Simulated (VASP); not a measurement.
Output of a VASP run:

File OSZICAR:
```
       N       E                     dE             d eps       ncg     rms          rms(c)
DAV:   1    -0.520367666173E+01   -0.52037E+01   -0.50556E+03   928   0.100E+03
DAV:   2    -0.210015184502E+02   -0.15798E+02   -0.15218E+02  1368   0.109E+02
DAV:   3    -0.210709840866E+02   -0.69466E-01   -0.69466E-01   960   0.993E+00
DAV:   4    -0.210710376664E+02   -0.53580E-04   -0.53580E-04  1344   0.267E-01
DAV:   5    -0.210710376698E+02   -0.34370E-08   -0.34371E-08   952   0.163E-03    0.506E+00
DAV:   6    -0.207168524423E+02    0.35419E+00   -0.62199E+00  1192   0.323E+01    0.355E+00
DAV:   7    -0.208200719345E+02   -0.10322E+00   -0.10042E-02   952   0.138E+00    0.325E+00
DAV:   8    -0.207029757996E+02    0.11710E+00   -0.85567E-01  1040   0.754E+00    0.889E-01
DAV:   9    -0.208485610104E+02   -0.14559E+00   -0.23671E-01  1024   0.453E+00    0.690E-01
DAV:  10    -0.208569562697E+02   -0.83953E-02   -0.57101E-03  1000   0.105E+00    0.264E-01
DAV:  11    -0.208964225813E+02   -0.39466E-01   -0.72239E-03   896   0.126E+00    0.116E-01
DAV:  12    -0.208977045274E+02   -0.12819E-02   -0.80826E-04  1064   0.268E-01    0.349E-02
DAV:  13    -0.208977096073E+02   -0.50798E-05   -0.62160E-06  1016   0.343E-02    0.250E-02
DAV:  14    -0.208977443329E+02   -0.34726E-04   -0.15239E-05   904   0.489E-02    0.384E-03
DAV:  15    -0.208977609181E+02   -0.16585E-04   -0.57436E-06   896   0.269E-02    0.703E-04
DAV:  16    -0.208977607664E+02    0.15172E-06   -0.59578E-08   448   0.343E-03
   1 F= -.20897761E+02 E0= -.20897761E+02  d E =-.208978E+02
       N       E                     dE             d eps       ncg     rms          rms(c)
DAV:   1    -0.208971296023E+02    0.63132E-03   -0.21644E-02  1064   0.156E+00    0.142E-01
DAV:   2    -0.208977011832E+02   -0.57158E-03   -0.11812E-04  1032   0.151E-01    0.781E-02
DAV:   3    -0.208969713830E+02    0.72980E-03   -0.13568E-03  1128   0.280E-01    0.364E-02
DAV:   4    -0.208976339724E+02   -0.66259E-03   -0.44685E-04  1056   0.179E-01    0.132E-02
DAV:   5    -0.208976337970E+02    0.17536E-06   -0.21929E-06   912   0.215E-02
   2 F= -.20897634E+02 E0= -.20897634E+02  d E =0.126969E-03
       N       E                     dE             d eps       ncg     rms          rms(c)
DAV:   1    -0.208978363165E+02   -0.20234E-03   -0.70759E-03  1072   0.887E-01    0.802E-02
DAV:   2    -0.208980405729E+02   -0.20426E-03   -0.37454E-05  1032   0.856E-02    0.440E-02
DAV:   3    -0.208977863137E+02    0.25426E-03   -0.43134E-04  1112   0.159E-01    0.206E-02
DAV:   4    -0.208980076519E+02   -0.22134E-03   -0.14472E-04  1048   0.102E-01    0.752E-03
DAV:   5    -0.208980071575E+02    0.49440E-06   -0.89377E-07   896   0.139E-02
   3 F= -.20898007E+02 E0= -.20898007E+02  d E =-.246391E-03
```

### OUTCAR
```
------------------------ aborting loop because EDIFF is reached ----------------------------------------
  FORCE on cell =-STRESS in cart. coord.  units (eV):
  Direction    XX          YY          ZZ          XY          YZ          ZX
  --------------------------------------------------------------------------------------
  Total       -0.0016258     -0.0016258     -0.0016258     -0.0000000      0.0000000      0.0000000
  in kB       -0.2286872     -0.2286872     -0.2286872     -0.0000000      0.0000000      0.0000000
  external PRESSURE =      -0.2286872 kB  Pullay stress =       0.0000000 kB
  volume of cell :       11.39
      direct lattice vectors                 reciprocal lattice vectors
     0.000000000  1.785823001  1.785823001    -0.279982954  0.279982954  0.279982954
     1.785823001  0.000000000  1.785823001     0.279982954 -0.279982954  0.279982954
     1.785823001  1.785823001 -0.000000000     0.279982954  0.279982954 -0.279982954
 POSITION                                       TOTAL-FORCE (eV/Angst)
 -----------------------------------------------------------------------------------
      0.00000      0.00000      0.00000        -0.000000     -0.000000      0.000000
      0.89291      0.89291      0.89291         0.000000      0.000000     -0.000000
 -----------------------------------------------------------------------------------
    total drift:                                0.000000      0.000000      0.000000
  FREE ENERGIE OF THE ION-ELECTRON SYSTEM (eV)
  ---------------------------------------------------
  free  energy   TOTEN  =       -20.8980071575 eV

  energy  without entropy=      -20.8980071575  energy(sigma->0) =      -20.89800716

 reached required accuracy - stopping structural energy minimisation
```
(Selected blocks of OUTCAR.)

### POSCAR
```
C
1
    0.0000000000     1.7835000000     1.7835000000
    1.7835000000     0.0000000000     1.7835000000
    1.7835000000     1.7835000000     0.0000000000
C
2
Direct
  0.0000000000   0.0000000000   0.0000000000
  0.2500000000   0.2500000000   0.2500000000
```

### Question
Reconstruct the remaining input files.

### Answer
This is not unique; one that fits is the input of the run itself, TPSS meta-GGA, plane waves, VASP's PBE PAW potentials (set 64).

### INCAR
```
LMIXTAU  =  .TRUE.
EDIFF  =  1E-6
SYSTEM  =  C
SIGMA  =  0.05   # width (eV)
NELM  =  100   # most electronic steps
LCHARG  =  .FALSE.
ALGO  =  Normal   # blocked Davidson
LREAL  =  .FALSE.   # projection in real space or not
NSW  =  60   # most ionic steps
ISIF  =  3   # ions, shape and volume
PREC  =  Accurate
LWAVE  =  .FALSE.
LASPH  =  .TRUE.
METAGGA  =  TPSS
EDIFFG  =  -0.01   # ionic stop
ENCUT  =  520
IBRION  =  2   # conjugate gradients
ISMEAR  =  0
```

KPOINTS:
```
Automatic mesh
0
Gamma
11 11 11
0 0 0
```

POTCAR, in this order: C (PBE.64 set). Program: vasp_std.

The compound is C in the diamond structure. This run relaxes it. Symmetry was kept, so distortions that lower it aren't found.
